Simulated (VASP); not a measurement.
# NbTe: single point with PBE

Crystal: NbTe.

```
CELL_PARAMETERS angstrom
3.70297 0.00000 0.00000
-1.85149 3.20687 0.00000
0.00000 0.00000 3.69421
ATOMIC_POSITIONS crystal
Te 0.66667 0.33333 0.00000
Nb 0.00000 0.00000 0.50000
```

The cell comes from a database or a generator and needn't be the stable form of this composition.

```yaml
Program: VASP 6.6.1
Task: single point
Functional: PBE
Potentials_or_basis: VASP PAW PBE potentials, release 64 (Te_GW, Nb_sv_GW)
Cutoff: 500 eV
k_mesh: 4 × 4 × 4
Occupations: gaussian, width 0.02 eV
Spin: no spin polarisation
```

```yaml
Pressure: -1.5 GPa
Band_gap_on_the_k_mesh: none (metal or under the smearing width)
```

Stress tensor (GPa, compression positive):
```
-0.38  0.00  0.00
 0.00 -0.38  0.00
 0.00  0.00 -3.63
```

Levels at points of the mesh, in eV from the Fermi level:
```tsv
k point	band 7	band 8	band 9	band 10	band 11	band 12
(0.00, 0.00, 0.00)	-3.08	-2.94	-2.28	0.19	0.19	2.51
(0.50, 0.00, 0.00)	-3.77	-2.57	-2.56	-0.13	1.33	1.57
(0.00, 0.00, 0.50)	-2.57	-2.57	-0.87	-0.87	0.71	1.69
(0.50, 0.00, 0.50)	-5.84	-4.20	-1.28	1.26	1.31	1.86
```

Wall time 12 s on 1 thread of Intel(R) Xeon(R) Platinum 8259CL CPU @ 2.50GHz (Skylake/Cascade Lake), on a shared host, peak memory 0.16 GiB.

Caveat: the k mesh is coarse (spacing up to 0.49 Å⁻¹), so the values aren't converged. Spin-orbit coupling is left out, which matters for the levels of Te.
